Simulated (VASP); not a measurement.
Energy against volume of C (diamond). Calculation: PBE GGA, VASP's PBE PAW potentials (set 64) (plane waves; VASP 6.6.1). Run with 520 eV cut-off, 13×13×13 Γ-centred mesh, Gaussian smearing of 0.050 eV, potentials C.

| V (Å³/atom) | E (eV/atom) |
|---|---|
| 5.362 | -9.06179 |
| 5.533 | -9.08538 |
| 5.704 | -9.09292 |
| 5.875 | -9.08650 |

Q: Fit these four points and predict the energy of the run at 6.046 Å³/atom.

A: A cubic in V^(−2/3), the third-order Birch-Murnaghan form, passes through the four points with V0 = 5.71 Å³/atom and B0 = 435 GPa, and gives -9.0679 eV/atom there. The run gave -9.0680 eV/atom, -0.1 meV/atom from the fit; all five points give B0 = 434 GPa.

The compound is C in the diamond structure. It was relaxed first.
